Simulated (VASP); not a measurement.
TaCo3, 4 atoms in the cell. The structure is cubic, space group Pm-3m (No. 221). The conventional cell has a = 3.670 Å, b = 3.670 Å, c = 3.670 Å, α = 90.00°, β = 90.00°, γ = 90.00°. Around Ta (site symmetry m-3m) lie 12 Co at 2.60 Å. Co (site symmetry 4/mmm) is surrounded by 4 Ta at 2.60 Å and 8 Co at 2.60 Å. 

```yaml
Program: VASP 6.6.1
Task: single point
Functional: LDA
Potentials_or_basis: VASP PAW LDA potentials, release 64 (Ta_pv, Co)
Cutoff: 520 eV
k_mesh: 8 × 8 × 8
Occupations: fermi-dirac, width 0.08 eV
Spin: collinear spin, typed start
Starting_moments: "[0.0, 2.0, 2.0, 2.0] μB"
Dipole_correction: no
Further_INCAR_settings: ALGO = Normal; EDIFF = 1e-06; NBANDS = 31
```

Potentials or basis: VASP PAW LDA potentials, release 64 (Ta_pv, Co).

Run with:

```sh
$ cat potpaw_LDA.64/Ta_pv/POTCAR potpaw_LDA.64/Co/POTCAR > POTCAR
$ mpirun -np 1 vasp_std > vasp.out
```

Hardware: 1 thread of Intel(R) Xeon(R) 6975P-C (Granite Rapids), with other jobs on the host.

Problem. Estimate the wall time of this run.

Solution. Run time: 56 s on 1 thread of Intel(R) Xeon(R) 6975P-C (Granite Rapids), on a shared host, peak memory 0.19 GiB. Counts: scf iterations 18, k points 35.
